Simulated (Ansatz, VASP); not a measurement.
## CsRu in VASP and in Ansatz

```
CELL_PARAMETERS angstrom
0.00000 3.76480 3.76480
3.76480 0.00000 3.76480
3.76480 3.76480 0.00000
ATOMIC_POSITIONS crystal
Cs 0.50000 0.50000 0.50000
Cs 0.75000 0.75000 0.75000
Ru 0.25000 0.25000 0.25000
Ru 0.00000 0.00000 0.00000
```

Alike in both runs: task single point; functional PBE; k mesh 4 × 4 × 4; occupations gaussian, width 0.1 eV; collinear spin.

|  | VASP | Ansatz |
| --- | --- | --- |
| version | VASP 6.6.1 | Ansatz 0.2.0 |
| potentials or method | VASP PAW PBE potentials, release 64 (Cs_sv, Ru_pv) | scalar-relativistic, plane waves, PAW |
| plane-wave cutoff (eV) | 520 | 420 |
| valence electrons in the cell | 46 | 50 |

```tsv
	VASP	Ansatz	Ansatz less VASP
gap on the k mesh at the Fermi level (eV)	none	none	-
pressure (GPa)	3.6	3.0	-0.60
net moment per atom (μB)	1.02	1.01	-0.008
size of the moment on the site where the two differ most (μB)	1.91	1.96	+0.054
```

Site moments also hang on the region over which each program counts them. A gap of «none» marks a metal or a gap that the smearing closes. The two sets of potentials don't hold the same shells in valence.

Caveats: the k mesh is coarse (spacing up to 0.36 Å⁻¹), so the values aren't converged. Spin-orbit coupling is left out, which matters for the levels of Cs.
